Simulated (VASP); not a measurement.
An input for Ansatz (written as the equivalent of a VASP run, and not itself run):

Ansatz 0.2 input:
```yaml
crystal:
  lattice:
    - [0.0000000, 3.0458550, 3.0458550]
    - [3.0458550, 0.0000000, 3.0458550]
    - [3.0458550, 3.0458550, 0.0000000]
  atoms:
    - { symbol: Hg, position: [0.0000000, 0.0000000, 0.0000000] }
    - { symbol: Se, position: [0.7500000, 0.7500000, 0.7500000] }
kpoints:
  mp_grid: { grid: [4, 4, 4] }
hamiltonian:
  xc: pbe
  pseudopotentials: { kind: paw }
scf:
  occupations: { method: fermi_dirac, width: 0.1 }
  max_iter: 100
output: { forces: true, stress: true, eigenvalues: true }
```

**Question.** Write the VASP files for the same calculation (PBE).

**Answer.** This is not unique; one that fits is 
INCAR:
```
LASPH = .TRUE.
ENCUT = 300   ! plane-wave cut-off (eV)
ALGO = Normal   ! blocked Davidson
GGA = PE
EDIFF = 1E-6
SYSTEM = HgSe
ISIF = 2
NELM = 100
LMAXMIX = 6
LCHARG = .FALSE.
ISMEAR = -1
LREAL = .FALSE.   ! projection in real space or not
PREC = Accurate
SIGMA = 0.1   ! width (eV)
LWAVE = .FALSE.
```

### POSCAR
```
HgSe
1
    0.0000000000     3.0458550000     3.0458550000
    3.0458550000     0.0000000000     3.0458550000
    3.0458550000     3.0458550000     0.0000000000
Hg Se
1 1
Direct
  0.0000000000   0.0000000000   0.0000000000
  0.7500000000   0.7500000000   0.7500000000
```

**KPOINTS**
```
Automatic
0
gamma
  4 4 4
0 0 0
```

POTCAR, in this order: Hg Se (PBE.64 set). Program: vasp_std.

What does not carry over: each code has its own PAW files, so the cut-off isn't converted (ENCUT is set for VASP's; basis.ecutwfc is left out, and Ansatz then takes the one that its files recommend); Ansatz stops its SCF on the density residual and VASP on the energy change (EDIFF).

The structure comes from a computed database's HgSe entry; how it stands against other phases isn't given here. The cell was not relaxed at this level. The k-mesh is coarse (spacing up to 0.45 per Å, 2π included), so the numbers may not be converged in it. The run is one of a series of settings (KPOINTS 4×4×4 Γ-centred mesh against the base run), some of them coarse on purpose.
